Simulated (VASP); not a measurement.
Crystal: BiH3.

```xyz
4
Lattice="-2.3845 2.3845 2.7854 2.3845 -2.3845 2.7854 2.3845 2.3845 -2.7854" Properties=species:S:1:pos:R:3 pbc="T T T"
Bi    0.0000    0.0000    2.7854
H     0.0000    0.0000    4.6295
H     0.0000    0.0000    0.9414
H     0.0000    0.0000    0.0000
```

The cell was built by a generator and needn't be a form met in nature.

```yaml
Program: VASP 6.6.1
Task: relaxation of cell and atoms
Functional: PBE
Potentials_or_basis: VASP PAW PBE potentials, release 64 (Bi_d, H)
Cutoff: 600 eV
k_mesh: 8 × 8 × 8
Occupations: gaussian, width 0.05 eV
Spin: no spin polarisation
```

At the start: pressure 3.5 GPa; volume 15.84 Å³/atom.

Problem. How do energy, volume and symmetry change on relaxing?

Solution. Over 17 steps the energy falls by 118.4 meV/atom and the volume is 12.19 Å³/atom (-23.1 %); space group I4/mmm (No. 139, to 0.05 Å).

Step by step:
| step | energy change (eV) | largest force (eV/Å) | pressure (GPa) | volume (Å³) |
| --- | --- | --- | --- | --- |
| 1 | 0.0000 | 1.3332 | 3.51 | 63.35 |
| 2 | -0.2635 | 0.0487 | -0.81 | 66.46 |
| 3 | -0.2682 | 0.2441 | -1.54 | 67.44 |
| 4 | -0.2695 | 0.1614 | -1.34 | 67.15 |
| 5 | -0.2912 | 0.0692 | -1.40 | 65.87 |
| 6 | -0.3453 | 0.1747 | -1.71 | 62.08 |
| 7 | -0.4131 | 0.5725 | -2.33 | 54.68 |
| 8 | -0.4297 | 0.5211 | -1.98 | 53.47 |
| 9 | -0.4628 | 0.3304 | -0.55 | 49.93 |
| 10 | -0.4078 | 0.1539 | 4.63 | 43.25 |
| 11 | -0.4681 | 0.2406 | 0.20 | 48.48 |
| 12 | -0.4683 | 0.2162 | 0.42 | 48.10 |
| 13 | -0.4708 | 0.1588 | 0.30 | 48.29 |
| 14 | -0.4735 | 0.0006 | -0.06 | 48.82 |
| 15 | -0.4735 | 0.0082 | -0.08 | 48.79 |
| 16 | -0.4735 | 0.0136 | -0.07 | 48.77 |
| 17 | -0.4736 | 0.0030 | 0.03 | 48.75 |

Final structure:
```cif
data_structure
_symmetry_space_group_name_H-M 'P 1'
_symmetry_Int_Tables_number 1
_cell_length_a 4.1869
_cell_length_b 4.1869
_cell_length_c 4.1869
_cell_angle_alpha 123.627
_cell_angle_beta 123.627
_cell_angle_gamma 83.825
_cell_volume 48.75
loop_
_atom_site_label
_atom_site_type_symbol
_atom_site_fract_x
_atom_site_fract_y
_atom_site_fract_z
_atom_site_occupancy
Bi1 Bi 0.50000 0.50000 0.00000 1
H1 H 0.84308 0.84308 0.00000 1
H2 H 0.15692 0.15692 0.00000 1
H3 H 0.00000 0.00000 0.00000 1
```

Caveat: the volume moved by over 15 % at a fixed basis, so the end points are rough.
